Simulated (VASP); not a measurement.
The system is Sb2Te4O.

```
Sb Te O
1.0
     5.87533    0.00000    0.00000
    -2.93767    5.08819    0.00000
     0.00000    0.00000    8.35589
Sb Te O
2 4 1
Direct
  0.00000 0.00000 0.74038
  0.00000 0.00000 0.25962
  0.33333 0.66667 0.13609
  0.33333 0.66667 0.86391
  0.66667 0.33333 0.86391
  0.66667 0.33333 0.13609
  0.00000 0.00000 0.00000
```

The cell was built by a generator and needn't be a form met in nature.

| Item | Value |
| --- | --- |
| Program | VASP 6.6.1 |
| Task | relaxation of cell and atoms |
| Functional | PBE |
| Potentials or basis | VASP PAW PBE potentials, release 64 (Sb, Te, O) |
| Cutoff | 520 eV |
| k mesh | 3 × 3 × 2 |
| Occupations | gaussian, width 0.15 eV |
| Spin | no spin polarisation |

At the start: pressure 7.3 GPa; volume 35.69 Å³/atom.

Where does the relaxation end?

Over 22 steps the energy falls by 634.5 meV/atom and the volume is 33.30 Å³/atom (-6.7 %); space group P6/mmm (No. 191, to 0.05 Å).

The path:
```tsv
step	energy change (eV)	largest force (eV/Å)	pressure (GPa)	volume (Å³)
1	0.0000	8.6938	7.28	249.80
2	-0.6921	2.9215	-7.31	310.81
3	-1.2082	2.9997	-7.24	300.83
4	-1.6313	3.0317	-7.01	292.68
5	-2.4692	2.7953	-4.37	270.94
6	-2.5067	2.6659	-2.30	263.49
7	-2.5145	2.7243	-3.12	266.04
8	-3.6681	1.5823	-0.49	247.20
9	-3.8234	1.0898	2.80	235.99
10	-3.8515	1.0456	1.67	239.47
11	-3.8526	1.0539	1.80	238.84
12	-4.1161	0.8044	0.14	243.97
13	-4.1544	1.2451	-0.40	246.87
14	-4.3270	0.3417	-2.08	248.08
15	-4.3282	0.4242	-2.14	248.14
16	-4.4329	0.0963	-0.54	237.71
17	-4.4350	0.0706	-0.34	236.42
18	-4.4350	0.0713	-0.27	235.99
19	-4.4375	0.1498	-0.08	235.39
20	-4.4375	0.1682	-0.07	235.32
21	-4.4393	0.1396	-0.04	234.71
22	-4.4413	0.0612	0.01	233.09
```

Final structure:
```
Sb Te O
1.0
     5.62759    0.00000    0.00000
    -2.81379    4.87363    0.00000
     0.00000    0.00000    8.49861
Sb Te O
2 4 1
Direct
  0.00000 0.00000 0.77135
  0.00000 0.00000 0.22865
  0.33333 0.66667 0.18890
  0.33333 0.66667 0.81110
  0.66667 0.33333 0.81110
  0.66667 0.33333 0.18890
  0.00000 0.00000 0.00000
```

Caveat: the k mesh is coarse (spacing up to 0.41 Å⁻¹), so the values aren't converged; this functional lacks dispersion, which binds the layers, so the pressure and a relaxed spacing across them are unreliable.
